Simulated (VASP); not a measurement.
An input for Ansatz (written as the equivalent of a VASP run, and not itself run):

Ansatz 0.2 input:
```yaml
crystal:
  lattice:
    - [0.0000000, 2.2179720, 2.2179720]
    - [2.2179720, 0.0000000, 2.2179720]
    - [2.2179720, 2.2179720, 0.0000000]
  atoms:
    - { symbol: Nb, position: [0.0000000, 1.0000000, 0.0000000] }
    - { symbol: C, position: [0.5000000, 0.5000000, 0.5000000] }
kpoints:
  mp_grid: { grid: [14, 14, 14] }
hamiltonian:
  xc: pbe
  pseudopotentials: { kind: paw }
scf:
  occupations: { method: methfessel_paxton, width: 0.1 }
  max_iter: 100
relax:
  max_steps: 40
  f_tol: 0.01
  cell: { p_target: 10 }
output: { forces: true, stress: true, eigenvalues: true }
```

Question: Write the VASP files for the same calculation (PBE).

Answer: One answer among several that fit: 
**KPOINTS**
```
Automatic
0
Gamma
 14 14 14
```

POSCAR:
```
NbC
1
    0.0000000000     2.2179719993     2.2179719993
    2.2179719993     0.0000000000     2.2179719993
    2.2179719993     2.2179719993    -0.0000000000
Nb C
1 1
Direct
  0.0000000000   1.0000000000   0.0000000000
  0.5000000000   0.5000000000   0.5000000000
```

INCAR:
```
SYSTEM=NbC
PREC=Accurate; ENCUT=600; LREAL=.FALSE.
LASPH=.TRUE.
EDIFF=1E-7; NELM=100; ALGO=Normal
LMAXMIX=4
ISMEAR=1; SIGMA=0.1
GGA=PE
IBRION=2; NSW=40; ISIF=3
EDIFFG=-0.01; PSTRESS=100
LWAVE=.FALSE.; LCHARG=.FALSE.
```

POTCAR, in this order: Nb_sv C (PBE.64 set). Program: vasp_std.

What does not carry over: each code has its own PAW files, so the cut-off isn't converted (ENCUT is set for VASP's; basis.ecutwfc is left out, and Ansatz then takes the one that its files recommend); Ansatz stops its SCF on the density residual and VASP on the energy change (EDIFF).

The compound is NbC in the rock salt structure. It was relaxed first under an external pressure of 10 GPa.
